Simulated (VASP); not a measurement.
A convergence study with VASP on PbS (rock salt): one setting is varied, all else stays as given below, so the limit is that of these other settings.

```yaml
crystal:
  lattice:
    - [0.00000, 2.97000, 2.97000]
    - [2.97000, 0.00000, 2.97000]
    - [2.97000, 2.97000, 0.00000]
  atoms:
    - { symbol: Pb, position: [0.00000, 0.00000, 0.00000] }
    - { symbol: S, position: [0.50000, 0.50000, 0.50000] }
```

These are PBE GGA, VASP's PBE PAW potentials (set 64) (plane waves; VASP) values and carry that method's errors. The tightest run used: 550 eV cut-off, 13×13×13 Monkhorst-Pack mesh, Gaussian smearing of 0.050 eV, potentials Pb_d S.

```json
[
 {"setting": "1×1×1 mesh", "E (eV/atom)": "-2.2361", "pressure (GPa)": "21.50", "irreducible k-points": "1"},
 {"setting": "2×2×2 mesh", "E (eV/atom)": "-4.6448", "pressure (GPa)": "-0.90", "irreducible k-points": "2"},
 {"setting": "3×3×3 mesh", "E (eV/atom)": "-4.4361", "pressure (GPa)": "0.88", "irreducible k-points": "4"}
]
```

Task: These are the cheaper rows. Estimate the results at 13×13×13 mesh, and how far the last row shown lies from them.

Result: 
| quantity | tightest run | last row shown is off by |
|---|---|---|
| E (eV/atom) | -4.3792 | -0.0569 |
| pressure (GPa) | 1.91 | -1.03 |

Left out are rungs that failed or repeat a setting and relaxations that didn't move; long series are thinned to 24 rows.

The compound is PbS in the rock salt structure. The cell was not relaxed at this level.
